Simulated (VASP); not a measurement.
A convergence study with VASP on Ni (space group Fm-3m): one setting is varied, all else stays as given below, so the limit is that of these other settings. Each run relaxes cell and ions from the cell shown. The basis is that of the starting cell, so low cut-offs carry a Pulay error.

```xyz
1
Lattice="0.0000 1.7547 1.7547 1.7547 0.0000 1.7547 1.7547 1.7547 0.0000" Properties=species:S:1:pos:R:3 pbc="T T T"
Ni     0.0000     0.0000     0.0000
```
Starting moments (μB, in the order of the record's atoms Ni): 1.0.

The numbers are results of PBE GGA, VASP's PBE PAW potentials (set 64) (plane waves; VASP), not measurements. The tightest run used: 600 eV cut-off, 16×16×16 Γ-centred mesh, Gaussian smearing of 0.10 eV, potentials Ni.

```tsv
setting	relaxed volume (Å³/atom)	E (eV/atom)	moment (μB)	plane waves
ENCUT = 210	9.410	-5.5164	0.000	80
ENCUT = 255	10.468	-5.4594	0.586	113
ENCUT = 300	10.849	-5.4808	0.595	138
```

### Question
These are the cheaper rows. Estimate the results at ENCUT = 600, and how far the last row shown lies from them.

### Answer

```csv
quantity,tightest run,last row shown is off by
relaxed volume (Å³/atom),10.868,-0.019
E (eV/atom),-5.4703,-0.0105
moment (μB),0.595,0.000
```

Left out are rungs that failed or repeat a setting and relaxations that didn't move; long series are thinned to 24 rows.

The structure is a typed Ni crystal (space group no. 225).
